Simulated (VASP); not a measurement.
**Germanium: the band gap, functional by functional**

How does the band gap of Germanium depend on the functional? The starting structure is a measured crystal structure from the Crystallography Open Database. Cell and atoms stay as given. Meshes and data sets differ where the inputs say so.

Calculated with VASP 6.6.1; Kohn-Sham DFT with plane waves and PAW; 9 levels of theory, named at each step.

### 1. Set-up

Symmetry: Fd-3m, No. 227, cubic system. The conventional cell has a = 5.658 Å, b = 5.658 Å, c = 5.658 Å, α = 90.00°, β = 90.00°, γ = 90.00°. Ge has 4 Ge at 2.45 Å nearest.

### 2. Bands with LDA

LDA, the lowest rung, knows the local density alone.

Contents of INCAR:

```
SYSTEM = Ge
PREC = Accurate
ENCUT = 360
EDIFF = 1E-06
NELM = 100
ISMEAR = 0
SIGMA = 0.03
LREAL = .FALSE.
ALGO = Normal
GGA = CA
NBANDS = 26
LORBIT = 11
LWAVE = .FALSE.
LCHARG = .FALSE.
KPAR = 8
LASPH = .TRUE.
```

Contents of POSCAR:

```
Ge
1.0
    0.0000000000      2.8289100000      2.8289100000
    2.8289100000      0.0000000000      2.8289100000
    2.8289100000      2.8289100000      0.0000000000
Ge
2
Direct
    0.7500000000      0.7500000000      0.7500000000
    0.5000000000      0.5000000000      0.5000000000
```

Contents of KPOINTS:

```
Automatic mesh
0
Gamma
6 6 6
0 0 0
```

Contents of KPOINTS_OPT:

```
Line mode
10
Line-mode
Reciprocal
  0.00000000   0.00000000   0.00000000 GAMMA
  0.50000000   0.00000000   0.50000000 X

  0.50000000   0.00000000   0.50000000 X
  0.50000000   0.25000000   0.75000000 W

  0.50000000   0.25000000   0.75000000 W
  0.37500000   0.37500000   0.75000000 K

  0.37500000   0.37500000   0.75000000 K
  0.00000000   0.00000000   0.00000000 GAMMA

  0.00000000   0.00000000   0.00000000 GAMMA
  0.50000000   0.50000000   0.50000000 L

  0.50000000   0.50000000   0.50000000 L
  0.62500000   0.25000000   0.62500000 U

  0.62500000   0.25000000   0.62500000 U
  0.50000000   0.25000000   0.75000000 W

  0.50000000   0.25000000   0.75000000 W
  0.50000000   0.50000000   0.50000000 L

  0.50000000   0.50000000   0.50000000 L
  0.37500000   0.37500000   0.75000000 K

  0.62500000   0.25000000   0.62500000 U
  0.50000000   0.00000000   0.50000000 X
```

Potentials, in the order of the species: Ge_d (LDA family, release 64).

Launch:

```bash
$ mpirun -np 8 vasp_std
```

What it wrote:

```text
[banner, memory and clock lines left out]
running    8 mpi-ranks, on    1 nodes
 distrk:  each k-point on    1 cores,    8 groups
 distr:  one band on    1 cores,    1 groups

 POSCAR found type information on POSCAR Ge
 POSCAR found :  1 types and       2 ions
|                                                                             |
|           W    W    AA    RRRRR   N    N  II  N    N   GGGG   !!!           |
|           W    W   A  A   R    R  NN   N  II  NN   N  G    G  !!!           |
|           W    W  A    A  R    R  N N  N  II  N N  N  G       !!!           |
|           W WW W  AAAAAA  RRRRR   N  N N  II  N  N N  G  GGG   !            |
|           WW  WW  A    A  R   R   N   NN  II  N   NN  G    G                |
|           W    W  A    A  R    R  N    N  II  N    N   GGGG   !!!           |
|                                                                             |
|     For optimal performance we recommend to set                             |
|       NCORE = 2 up to number-of-cores-per-socket                            |
|     NCORE specifies how many cores store one orbital (NPAR=cpu/NCORE).      |
|     This setting can greatly improve the performance of VASP for DFT.       |
|     The default, NCORE=1 might be grossly inefficient on modern             |
|     multi-core architectures or massively parallel machines. Do your        |
|     Unfortunately you need to use the default for GW and RPA                |
|     calculations (for HF NCORE is supported but not extensively tested      |
|     yet).                                                                   |
|                                                                             |

 LDA part: xc-table for (Slater(with rela. corr.)+CA(PZ))
 , standard interpolation
 POSCAR, INCAR and KPOINTS ok, starting setup
 FFT: planning ... GRIDC
 FFT: planning ... GRID_SOFT
 FFT: planning ... GRID
 WAVECAR not read
 entering main loop
       N       E                     dE             d eps       ncg     rms          rms(c)
DAV:   1     0.175029268278E+03    0.17503E+03   -0.10882E+04  1010   0.240E+03
DAV:   2     0.149273335025E+02   -0.16010E+03   -0.15263E+03   832   0.467E+02
DAV:   3    -0.985945253076E+01   -0.24787E+02   -0.24573E+02   938   0.110E+02
DAV:   4    -0.105138091745E+02   -0.65436E+00   -0.65397E+00   962   0.206E+01
DAV:   5    -0.105219039701E+02   -0.80948E-02   -0.80941E-02   964   0.249E+00    0.330E+00
DAV:   6    -0.104033205238E+02    0.11858E+00   -0.26219E-02   936   0.122E+00    0.189E+00
DAV:   7    -0.103431745843E+02    0.60146E-01   -0.55205E-02   990   0.152E+00    0.141E-01
DAV:   8    -0.103438427519E+02   -0.66817E-03   -0.46983E-03   966   0.556E-01    0.485E-02
DAV:   9    -0.103438855113E+02   -0.42759E-04   -0.65884E-05  1016   0.870E-02    0.129E-02
DAV:  10    -0.103438832519E+02    0.22594E-05   -0.42679E-06  1000   0.162E-02    0.437E-03
DAV:  11    -0.103438832494E+02    0.24493E-08   -0.54735E-07   676   0.604E-03
   1 F= -.10343883E+02 E0= -.10343769E+02  d E =-.228468E-03
 Start KPOINTS_OPT (optional k-point list driver)
k-point batch [1-16\100]
       N       E                     dE             ncg
DAV:   1    -0.353838116151E+04   -0.13177E+05     1054
DAV:   2    -0.609374933800E+04   -0.25554E+04      848
DAV:   3    -0.648634146619E+04   -0.39259E+03      934
DAV:   4    -0.649690945808E+04   -0.10568E+02      944
DAV:   5    -0.649704170522E+04   -0.13225E+00      970
DAV:   6    -0.649704462385E+04   -0.29186E-02      932
DAV:   7    -0.649704472056E+04   -0.96715E-04      982
DAV:   8    -0.649704472414E+04   -0.35781E-05      796
DAV:   9    -0.649704472431E+04   -0.16726E-06      548
[...]
k-point batch [97-100\100]
       N       E                     dE             ncg
DAV:   1     0.904922878842E+04   -0.43911E+04      248
DAV:   2     0.839209405139E+04   -0.65713E+03      208
DAV:   3     0.828963332845E+04   -0.10246E+03      260
DAV:   4     0.828668457026E+04   -0.29488E+01      222
DAV:   5     0.828664845810E+04   -0.36112E-01      244
DAV:   6     0.828664764144E+04   -0.81666E-03      230
DAV:   7     0.828664761381E+04   -0.27628E-04      242
DAV:   8     0.828664761273E+04   -0.10786E-05      216
DAV:   9     0.828664761270E+04   -0.37566E-07      122
```

It took 4.8 s on 8 MPI ranks of Intel Xeon 6975P-C (Granite Rapids), shared host; peak memory 1.1 GiB; 33 s of CPU time.

Lines that name or quote the potential files are left out of all logs, and their timing lines are given in words.

OUTCAR, selected parts (step 2):

```text
ion  position               nearest neighbor table
   1  0.750  0.750  0.750-   2 2.45   2 2.45   2 2.45   2 2.45
   2  0.500  0.500  0.500-   1 2.45   1 2.45   1 2.45   1 2.45

  LATTYP: Found a face centered cubic cell.
 ALAT       =     5.6578200000

 Subroutine GETGRP returns: Found 48 space group operations
 (whereof 24 operations were pure point group operations)

The static configuration has the point symmetry T_d .
 The point group associated with its full space group is O_h .

 Found     16 irreducible k-points:

   k-points           NKPTS =     16   k-points in BZ     NKDIM =     16   number of bands    NBANDS=     26

   dimension x,y,z NGX =    28 NGY =   28 NGZ =   28
   dimension x,y,z NGXF=    56 NGYF=   56 NGZF=   56

   ENCUT  =  360.0 eV  26.46 Ry    5.14 a.u.   6.19  6.19  6.19*2*pi/ulx,y,z

   NELECT =      28.0000    total number of electrons

 k-points in reciprocal lattice and weights: Automatic mesh
   0.00000000  0.00000000  0.00000000       0.005
   0.16666667  0.00000000  0.00000000       0.037
   0.33333333  0.00000000  0.00000000       0.037
   0.50000000  0.00000000  0.00000000       0.019
   0.16666667  0.16666667  0.00000000       0.028
   0.33333333  0.16666667  0.00000000       0.111
   0.50000000  0.16666667  0.00000000       0.111
  -0.33333333  0.16666667  0.00000000       0.111
  -0.16666667  0.16666667  0.00000000       0.056
[...]
-0.33333333  0.33333333  0.16666667       0.111
  -0.33333333  0.50000000  0.16666667       0.056

 average (electrostatic) potential at core
       1 -75.3810       2 -75.3810

 E-fermi :   4.7420

 k-point     1 :       0.0000    0.0000    0.0000
  band No.  band energies     occupation
    ...
     11      -8.0717      2.00000
     12       4.5903      2.00000
     13       4.7333      1.31864
     14       4.7333      1.31863
     15       4.7333      1.31863
     16       7.2558      0.00000
     17       7.2558      0.00000
     18       7.2558      0.00000
     19      10.9332      0.00000
     20      14.2775      0.00000
    ...

 k-point     2 :       0.1667    0.0000    0.0000
  band No.  band energies     occupation
    ...
     10     -19.9129      2.00000
     11      -7.7356      2.00000
     12       1.5112      2.00000
     13       4.2100      2.00000
     14       4.2100      2.00000
     15       5.5831      0.00000
     16       7.9468      0.00000
     17       7.9468      0.00000
     18       8.8017      0.00000
     19      12.3662      0.00000
    ...

 k-point     3 :       0.3333    0.0000    0.0000
  band No.  band energies     occupation
    ...
     10     -19.9025      2.00000
     11      -6.8039      2.00000
     12      -1.3975      2.00000
     13       3.5656      2.00000
     14       3.5656      2.00000
     15       5.0251      0.00000
     16       8.4779      0.00000
     17       8.4779      0.00000
     18      11.6311      0.00000
     19      12.4151      0.00000
    ...

  Total       -0.3160939     -0.3160939     -0.3160939      0.0000000     -0.0000000      0.0000000
  in kB      -11.1850857    -11.1850857    -11.1850857      0.0000000     -0.0000000      0.0000000
  external PRESSURE =     -11.1850857 kB  Pullay stress =       0.0000000 kB

  energy-cutoff  :      360.00
  volume of cell :       45.28
      direct lattice vectors                 reciprocal lattice vectors
     0.000000000  2.828910000  2.828910000    -0.176746521  0.176746521  0.176746521
     2.828910000  0.000000000  2.828910000     0.176746521 -0.176746521  0.176746521
     2.828910000  2.828910000  0.000000000     0.176746521  0.176746521 -0.176746521

 POSITION                                       TOTAL-FORCE (eV/Angst)
 -----------------------------------------------------------------------------------
      4.24336      4.24336      4.24336         0.000000      0.000000     -0.000000
      2.82891      2.82891      2.82891        -0.000000     -0.000000      0.000000
 -----------------------------------------------------------------------------------
    total drift:                                0.000000      0.000000      0.000000

  FREE ENERGIE OF THE ION-ELECTRON SYSTEM (eV)
  ---------------------------------------------------
  free  energy   TOTEN  =       -10.3438832494 eV

  energy  without entropy=      -10.3436547817  energy(sigma->0) =      -10.34376902

 total charge
# of ion       s       p       d       tot
------------------------------------------
    1        1.137   1.270  10.021  12.428
    2        1.137   1.270  10.021  12.428
--------------------------------------------------
tot          2.274   2.540  20.042  24.857

[... 3 further parts left out ...]
```

The run shows no gap at this level; if that holds and bands cross the Fermi level widely, this k-mesh is coarse for it. Spin-orbit coupling is off here; it would split degenerate levels.

LDA gives no gap.

### 3. Bands with PBE

PBE, the usual starting point, adds the gradient of the density.

Edit INCAR of step 2 so:

```diff
@@ -9,3 +9,3 @@
 ALGO = Normal
-GGA = CA
+GGA = PE
 NBANDS = 26
```

POSCAR is that of step 2.

KPOINTS is that of step 2.

KPOINTS_OPT is that of step 2.

The projector-augmented-wave data sets are Ge_d (PBE family, release 64).

Launch:

```bash
$ mpirun -np 8 vasp_std
```

What it wrote:

```text
[banner, memory and clock lines left out]
running    8 mpi-ranks, on    1 nodes
[...]
[... a notice as in an earlier step ...]

 LDA part: xc-table for (Slater+PW92), standard interpolation
 POSCAR, INCAR and KPOINTS ok, starting setup
[...]
entering main loop
       N       E                     dE             d eps       ncg     rms          rms(c)
DAV:   1     0.174901459006E+03    0.17490E+03   -0.10794E+04  1000   0.244E+03
DAV:   2     0.165131025009E+02   -0.15839E+03   -0.15104E+03   832   0.467E+02
DAV:   3    -0.838396055818E+01   -0.24897E+02   -0.24729E+02   946   0.111E+02
DAV:   4    -0.904621908344E+01   -0.66226E+00   -0.66184E+00   950   0.208E+01
[...]
DAV:  10    -0.896679092283E+01   -0.79935E-05   -0.13446E-05  1012   0.279E-02    0.721E-03
DAV:  11    -0.896679336968E+01   -0.24469E-05   -0.31292E-06   784   0.139E-02    0.115E-03
DAV:  12    -0.896679345774E+01   -0.88054E-07   -0.10527E-07   578   0.222E-03
   1 F= -.89667935E+01 E0= -.89667033E+01  d E =-.180401E-03
 Start KPOINTS_OPT (optional k-point list driver)
k-point batch [1-16\100]
       N       E                     dE             ncg
DAV:   1    -0.339973988115E+04   -0.13039E+05     1054
DAV:   2    -0.593349086099E+04   -0.25338E+04      856
DAV:   3    -0.632422288716E+04   -0.39073E+03      944
DAV:   4    -0.633473267319E+04   -0.10510E+02      940
DAV:   5    -0.633486401250E+04   -0.13134E+00      966
DAV:   6    -0.633486694389E+04   -0.29314E-02      942
DAV:   7    -0.633486704239E+04   -0.98503E-04      992
DAV:   8    -0.633486704585E+04   -0.34605E-05      800
DAV:   9    -0.633486704602E+04   -0.16316E-06      558
[...]
k-point batch [97-100\100]
       N       E                     dE             ncg
DAV:   1     0.908377905587E+04   -0.43566E+04      248
DAV:   2     0.843233918502E+04   -0.65144E+03      208
DAV:   3     0.833009878074E+04   -0.10224E+03      258
DAV:   4     0.832711213661E+04   -0.29866E+01      220
DAV:   5     0.832707550357E+04   -0.36633E-01      248
DAV:   6     0.832707468999E+04   -0.81358E-03      224
DAV:   7     0.832707466259E+04   -0.27396E-04      250
DAV:   8     0.832707466151E+04   -0.10863E-05      206
DAV:   9     0.832707466147E+04   -0.38675E-07      122
```

Wall time 5.4 s (8 MPI ranks); peak memory 1.3 GiB.

From OUTCAR (step 3):

```text
  Total        0.9718522      0.9718522      0.9718522      0.0000000      0.0000000      0.0000000
  in kB       34.3893058     34.3893058     34.3893058      0.0000000      0.0000000      0.0000000
  external PRESSURE =      34.3893058 kB  Pullay stress =       0.0000000 kB

 POSITION                                       TOTAL-FORCE (eV/Angst)
 -----------------------------------------------------------------------------------
      4.24336      4.24336      4.24336        -0.000000     -0.000000     -0.000000
      2.82891      2.82891      2.82891         0.000000      0.000000      0.000000
 -----------------------------------------------------------------------------------
    total drift:                                0.000000      0.000000      0.000000

  FREE ENERGIE OF THE ION-ELECTRON SYSTEM (eV)
  ---------------------------------------------------
  free  energy   TOTEN  =        -8.9667934577 eV

  energy  without entropy=       -8.9666130570  energy(sigma->0) =       -8.96670326

[... 2 parts as in an earlier step ...]

[... 1 further part left out ...]
[key lines of the parts left out:]
E-fermi :   5.0267
```

PBE gives a direct gap of 0.036 eV. Read at the sampled points alone, a gap this small can hide bands that cross between them, as inverted bands do.

### 4. Bands with r2SCAN

r2SCAN adds the kinetic-energy density, costs more than a GGA and is run with LASPH.

Edit INCAR of step 3 so:

```diff
@@ -9,3 +9,4 @@
 ALGO = Normal
-GGA = PE
+METAGGA = R2SCAN
+LASPH = .TRUE.
 NBANDS = 26
@@ -15,2 +16 @@
 KPAR = 8
-LASPH = .TRUE.
```

POSCAR is that of step 3.

KPOINTS is that of step 3.

KPOINTS_OPT is that of step 3.

Launch:

```bash
$ mpirun -np 8 vasp_std
```

What it wrote:

```text
[banner, memory and clock lines left out]
running    8 mpi-ranks, on    1 nodes
[...]
[... a notice as in an earlier step ...]

|                                                                             |
|               ----> ADVICE to this user running VASP <----                  |
|                                                                             |
|     You enforced a specific xc type in the INCAR file but a different       |
|     [... a line on the potential file left out ...]
|     I HOPE YOU KNOW WHAT YOU ARE DOING!                                     |
|                                                                             |

 LDA part: xc-table for (None), standard interpolation
 POSCAR, INCAR and KPOINTS ok, starting setup
[...]
entering main loop
       N       E                     dE             d eps       ncg     rms          rms(c)
DAV:   1     0.158116056882E+03    0.15812E+03   -0.11103E+04  1008   0.251E+03
DAV:   2    -0.423027691524E+01   -0.16235E+03   -0.15467E+03   832   0.481E+02
[...]
1 F= -.27700938E+02 E0= -.27700938E+02  d E =-.964914E-23
 Start KPOINTS_OPT (optional k-point list driver)
k-point batch [1-16\100]
       N       E                     dE             ncg
DAV:   1    -0.365048760312E+04   -0.13289E+05     1044
DAV:   2    -0.625002984429E+04   -0.25995E+04      856
DAV:   3    -0.665229826453E+04   -0.40227E+03      954
DAV:   4    -0.666320225950E+04   -0.10904E+02      912
DAV:   5    -0.666334526249E+04   -0.14300E+00      986
DAV:   6    -0.666334872883E+04   -0.34663E-02      918
DAV:   7    -0.666334885107E+04   -0.12224E-03      966
DAV:   8    -0.666334885589E+04   -0.48161E-05      816
DAV:   9    -0.666334885611E+04   -0.21865E-06      534
[...]
k-point batch [97-100\100]
       N       E                     dE             ncg
DAV:   1     0.902430854519E+04   -0.44161E+04      248
DAV:   2     0.835111823174E+04   -0.67319E+03      208
DAV:   3     0.824693410469E+04   -0.10418E+03      258
DAV:   4     0.824388629825E+04   -0.30478E+01      220
DAV:   5     0.824384706307E+04   -0.39235E-01      240
DAV:   6     0.824384610687E+04   -0.95620E-03      222
DAV:   7     0.824384607309E+04   -0.33784E-04      254
DAV:   8     0.824384607171E+04   -0.13796E-05      216
DAV:   9     0.824384607166E+04   -0.49698E-07      122
```

The job ended after 17 s (8 MPI ranks; peak memory 1.3 GiB; 2.2 min of CPU time).

OUTCAR, selected parts (step 4):

```text
  Total        0.1590092      0.1590092      0.1590092      0.0000000     -0.0000000     -0.0000000
  in kB        5.6265938      5.6265938      5.6265938      0.0000000     -0.0000000     -0.0000000
  external PRESSURE =       5.6265938 kB  Pullay stress =       0.0000000 kB

  FREE ENERGIE OF THE ION-ELECTRON SYSTEM (eV)
  ---------------------------------------------------
  free  energy   TOTEN  =       -27.7009383379 eV

  energy  without entropy=      -27.7009383379  energy(sigma->0) =      -27.70093834

[... 3 parts as in an earlier step ...]

[... 1 further part left out ...]
[key lines of the parts left out:]
E-fermi :   5.0146
```

r2SCAN gives a direct gap of 0.406 eV.

(Part 1 of 3 ends here.)

[Lines on the potential files, build, host, timing and source positions are cut from VASP's logs without a mark.]

[Logs are printed without paths, hosts, clocks, repeated set-up lines and the standing remarks that a program may print on its own settings, such as how far it seeks lower states.]

[Hosts, paths, dates, database ids (printed as entryN), source tags and the programs' standing remarks are cut or masked in the printed files.]
